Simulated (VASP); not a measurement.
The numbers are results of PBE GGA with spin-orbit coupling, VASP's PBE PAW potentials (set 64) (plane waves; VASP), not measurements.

Input for VASP

**KPOINTS**
```
Automatic mesh
0
Gamma
6 6 3
0 0 0
```

File POSCAR:
```
LuP
1
    3.9369530000     0.0000000000     0.0000000000
    0.0000000000     3.9369530000     0.0000000000
    0.0000000000     0.0000000000     6.9322140000
Lu P
2 2
Direct
  0.0000000000   0.5000000000   0.0000000000
  0.5000000000   0.0000000000   0.5000000000
  0.0000000000   0.0000000000   0.2500000000
  0.0000000000   0.0000000000   0.7500000000
```

**INCAR**
```
# general
SYSTEM         =  LuP
PREC           =  Accurate
ENCUT          =  300
LREAL          =  .False.
LASPH          =  .True.

# electronic loop
EDIFF          =  1E-6
NELM           =  100
ALGO           =  Normal
LMAXMIX        =  6

# smearing
ISMEAR         =  -1
SIGMA          =  0.1

# functional
GGA            =  PE
GGA_COMPAT     =  .False.

# spin
MAGMOM         =  0.0 0.0 0.0 0.0 0.0 0.0 0.0 0.0 0.0 0.0 0.0 0.0
LSORBIT        =  .True.
LNONCOLLINEAR  =  .True.

# ions
ISIF           =  2

# output
LWAVE          =  .False.
LCHARG         =  .False.
LORBIT         =  11
```

POTCAR, in this order: Lu_3 P (PBE.64 set). Program: vasp_ncl.

The resulting files:

### OSZICAR
```
       N       E                     dE             d eps       ncg     rms          rms(c)
DAV:   1     0.163106404167E+03    0.16311E+03   -0.91763E+03  2776   0.125E+03
DAV:   2     0.458889481167E+01   -0.15852E+03   -0.15348E+03  2788   0.820E+02
DAV:   3    -0.218623787129E+02   -0.26451E+02   -0.24870E+02  2852   0.241E+02
DAV:   4    -0.250953863637E+02   -0.32330E+01   -0.30986E+01  2584   0.954E+01
DAV:   5    -0.253184323581E+02   -0.22305E+00   -0.21197E+00  2616   0.237E+01    0.357E+01
DAV:   6    -0.227365664346E+02    0.25819E+01   -0.64752E+00  2396   0.229E+01    0.224E+01
DAV:   7    -0.226786236169E+02    0.57943E-01   -0.20454E+00  2576   0.139E+01    0.754E+00
DAV:   8    -0.226058895628E+02    0.72734E-01   -0.31196E-01  2440   0.652E+00    0.227E+00
DAV:   9    -0.226032173121E+02    0.26723E-02   -0.15783E-01  2560   0.406E+00    0.387E-01
DAV:  10    -0.225995713810E+02    0.36459E-02   -0.29468E-02  2496   0.165E+00    0.233E-01
DAV:  11    -0.225996010891E+02   -0.29708E-04   -0.13505E-03  2432   0.577E-01    0.168E-01
DAV:  12    -0.225996228389E+02   -0.21750E-04   -0.20310E-04  2576   0.188E-01    0.257E-02
DAV:  13    -0.225996223514E+02    0.48745E-06   -0.20731E-05  2352   0.883E-02    0.251E-02
DAV:  14    -0.225996225708E+02   -0.21936E-06   -0.39786E-06  1720   0.252E-02
   1 F= -.22599623E+02 E0= -.22564704E+02  d E =-.698379E-01  mag=     0.0000     0.0000     0.0000
```

File OUTCAR:
```
------------------------ aborting loop because EDIFF is reached ----------------------------------------
  FORCE on cell =-STRESS in cart. coord.  units (eV):
  Direction    XX          YY          ZZ          XY          YZ          ZX
  --------------------------------------------------------------------------------------
  Total        2.5358938      2.5358938      3.3626216     -0.0000000      0.0000000      0.0000000
  in kB       37.8137047     37.8137047     50.1413660     -0.0000000      0.0000000      0.0000000
  external PRESSURE =      41.9229251 kB  Pullay stress =       0.0000000 kB
  volume of cell :      107.45
      direct lattice vectors                 reciprocal lattice vectors
     3.936953000  0.000000000  0.000000000     0.254003540  0.000000000  0.000000000
     0.000000000  3.936953000  0.000000000     0.000000000  0.254003540  0.000000000
     0.000000000  0.000000000  6.932214000     0.000000000  0.000000000  0.144254058
 POSITION                                       TOTAL-FORCE (eV/Angst)
 -----------------------------------------------------------------------------------
      0.00000      1.96848      0.00000         0.000000     -0.000000      0.000000
      1.96848      0.00000      3.46611         0.000000     -0.000000      0.000000
      0.00000      0.00000      1.73305         0.000000      0.000000      0.000000
      0.00000      0.00000      5.19916        -0.000000     -0.000000     -0.000000
 -----------------------------------------------------------------------------------
    total drift:                                0.000000      0.000000     -0.000000
  FREE ENERGIE OF THE ION-ELECTRON SYSTEM (eV)
  ---------------------------------------------------
  free  energy   TOTEN  =       -22.5996225708 eV

  energy  without entropy=      -22.5297846266  energy(sigma->0) =      -22.56470360

 total charge

# of ion       s       p       d       tot
------------------------------------------
    1        0.403   6.593   1.017   8.012
    2        0.403   6.593   1.017   8.012
    3        1.051   1.558   0.000   2.609
    4        1.051   1.558   0.000   2.609
--------------------------------------------------
tot          2.907  16.302   2.034  21.243

 magnetization (x)

# of ion       s       p       d       tot
------------------------------------------
    1        0.000   0.000   0.000   0.000
    2        0.000   0.000   0.000   0.000
    3        0.000   0.000   0.000   0.000
    4        0.000   0.000   0.000   0.000
--------------------------------------------------
tot          0.000   0.000   0.000   0.000

 magnetization (y)

# of ion       s       p       d       tot
------------------------------------------
    1        0.000   0.000   0.000   0.000
    2        0.000   0.000   0.000   0.000
    3        0.000   0.000   0.000   0.000
    4        0.000   0.000   0.000   0.000
--------------------------------------------------
tot          0.000   0.000   0.000   0.000

 magnetization (z)

# of ion       s       p       d       tot
------------------------------------------
    1        0.000  -0.000   0.000  -0.000
    2        0.000  -0.000   0.000  -0.000
    3        0.000   0.000   0.000   0.000
    4        0.000   0.000   0.000   0.000
--------------------------------------------------
tot          0.000  -0.000   0.000  -0.000

 Ion:    1  E_soc:     -0.6586916

 Ion:    2  E_soc:     -0.6586916

 Ion:    3  E_soc:     -0.0016093

 Ion:    4  E_soc:     -0.0016093
```
(Selected blocks of OUTCAR.)

OUTCAR:
```
 val. band max:        3.0463108646   @ k =   0.5000   0.5000   0.0000

 cond. band min:       3.1565366022   @ k =   0.5000   0.0000   0.3333


 Fermi energy:         3.1334477902

 k-point     1 :       0.0000    0.0000    0.0000
  band No.  band energies     occupation
      1     -27.9696      1.00000
      2     -27.9696      1.00000
      3     -27.9552      1.00000
      4     -27.9552      1.00000
      5     -21.9822      1.00000
      6     -21.9822      1.00000
      7     -21.9653      1.00000
      8     -21.9653      1.00000
      9     -21.7593      1.00000
     10     -21.7593      1.00000
     11     -21.7242      1.00000
     12     -21.7242      1.00000
     13      -7.5585      1.00000
     14      -7.5585      1.00000
     15      -5.6943      1.00000
     16      -5.6943      1.00000
     17      -1.7932      1.00000
     18      -1.7932      1.00000
     19       1.1742      1.00000
     20       1.1742      1.00000
     21       1.1817      1.00000
     22       1.1817      1.00000
     23       1.9308      0.99999
     24       1.9308      0.99999
     25       2.6847      0.98888
     26       2.6847      0.98888
     27       2.7981      0.96621
     28       2.7981      0.96621
     29       3.2006      0.33821
     30       3.2006      0.33821
     31       3.9202      0.00038
     32       3.9202      0.00038
     33       4.2896      0.00001
     34       4.2896      0.00001
     35       5.5718      0.00000
     36       5.5744      0.00000

 k-point     2 :       0.1667    0.0000    0.0000
  band No.  band energies     occupation
      1     -27.9717      1.00000
      2     -27.9717      1.00000
      3     -27.9592      1.00000
      4     -27.9592      1.00000
      5     -21.9886      1.00000
      6     -21.9886      1.00000
      7     -21.9712      1.00000
      8     -21.9712      1.00000
      9     -21.7689      1.00000
     10     -21.7689      1.00000
     11     -21.7314      1.00000
     12     -21.7314      1.00000
...
```

At this cut-off the stress carries a Pulay error, which pulls relaxed volumes low.

The structure was generated: LuP was put into an ordered model structure, which need not be its known phase. The cell was not relaxed at this level. The k-mesh is coarse (spacing up to 0.30 per Å, 2π included), so the numbers may not be converged in it. The run is one of a series of settings (GGA_COMPAT = .FALSE., LNONCOLLINEAR = .TRUE., LSORBIT = .TRUE., MAGMOM = 0.0 0.0 0.0 0.0 0.0 0.0 0.0 0.0 0.0 0.0 0.0 0.0, program vasp_ncl against the base run), some of them coarse on purpose.
